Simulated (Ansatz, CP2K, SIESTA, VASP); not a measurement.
# CaCo2Si2 (P1, 5 atoms in the cell) computed with different codes at matched settings

Self-consistent single point, at a second geometry (atoms moved at random). First geometry:

```
Ca(CoSi)2
1.0
   -1.93445     1.93445     4.93677
    1.93445    -1.93445     4.93677
    1.93445     1.93445    -4.93677
Ca Co Si
1 2 2
Direct
  0.00000   0.00000   0.00000
  0.25000   0.75000   0.50000
  0.75000   0.25000   0.50000
  0.63375   0.63375   0.00000
  0.36625   0.36625   0.00000
```

Second geometry:
```
CELL_PARAMETERS angstrom
     -1.93445     1.93445     4.93677
      1.93445    -1.93445     4.93677
      1.93445     1.93445    -4.93677
ATOMIC_POSITIONS crystal
  Ca 0.00611 0.00158 0.01869
  Co 0.22582 0.74808 0.47693
  Co 0.75651 0.25755 0.50565
  Si 0.63794 0.62977 0.98663
  Si 0.37362 0.36302 0.01209
```

Shared settings, as Ansatz (a first-principles code) writes them: kpoints.mp_grid.grid = 8 8 8; scf.occupations.method = fermi_dirac; scf.occupations.width = 0.1 eV. Potentials and cutoffs stand in the table.

```
code                                                                                                                       model  ΔF from the first geometry (meV/atom)  pressure (GPa)  largest force (eV/Å)       cutoff
------  ------------------------------------------------------------------------------------------------------------------------  -------------------------------------  --------------  --------------------  -----------
Ansatz                                                                                       LDA (PW92), PAW files made with PBE                                   26.7           -3.34                 1.364       420 eV
VASP                                                                                LDA (PZ), VASP's LDA PAW potentials (set 64)                                   27.1           -3.17                 1.374       300 eV
CP2K                                        LDA (Pade form), GPW, DZVP-MOLOPT-SR-GTH basis, GTH-PADE potentials (GTH_POTENTIALS)                                   28.1           -2.42                 1.385  grid 600 Ry
SIESTA  LDA PW92, numerical atomic orbitals DZP, PseudoDojo LDA standard norm-conserving potentials (rewritten from UPF to PSML)                                   25.8            3.60                 1.417  grid 400 Ry
```

Size of the force on each atom (eV/Å): Sizes of forces hide their directions.

| code | Ca1 | Co2 | Co3 | Si4 | Si5 |
|---|---|---|---|---|---|
| Ansatz | 0.438 | 1.364 | 0.654 | 1.172 | 0.673 |
| VASP | 0.442 | 1.374 | 0.661 | 1.193 | 0.684 |
| CP2K | 0.456 | 1.385 | 0.665 | 1.220 | 0.700 |
| SIESTA | 0.687 | 1.417 | 0.749 | 1.148 | 0.573 |

On Ansatz's run: spin polarisation is off.

The spread over the programs that give each value: ΔF from the first geometry within 2.3 meV/atom; pressure within 6.94 GPa; largest force within 0.053 eV/Å.

CP2K and SIESTA use small atom-centred bases, whose incompleteness enters pressures, forces and empty levels differently from a plane-wave cutoff. Ansatz's pressure is given at a fixed set of plane waves, as the other plane-wave codes print theirs; with its correction for the finite basis it is -3.30 GPa. The same LDA comes in different parametrisations, which differ slightly. In the pressure, SIESTA (by 6.85) lies more than 1 GPa from the median of the plane-wave programs. In the force vectors, SIESTA (by 0.249) lies more than 0.08 eV/Å from the median of the plane-wave programs.

VASP's run is marked for a possible Pulay error in its stress at this cutoff; no cutoff test was made.

The starting cell comes from a database of computed structures (which also holds hypothetical and non-ambient phases and stackings), without a prior relaxation at this level. Its lattice was rescaled by a random factor within 2.5 % of one. For this run, on top of that: atoms moved at random.

Keys are those of Ansatz 0.2.
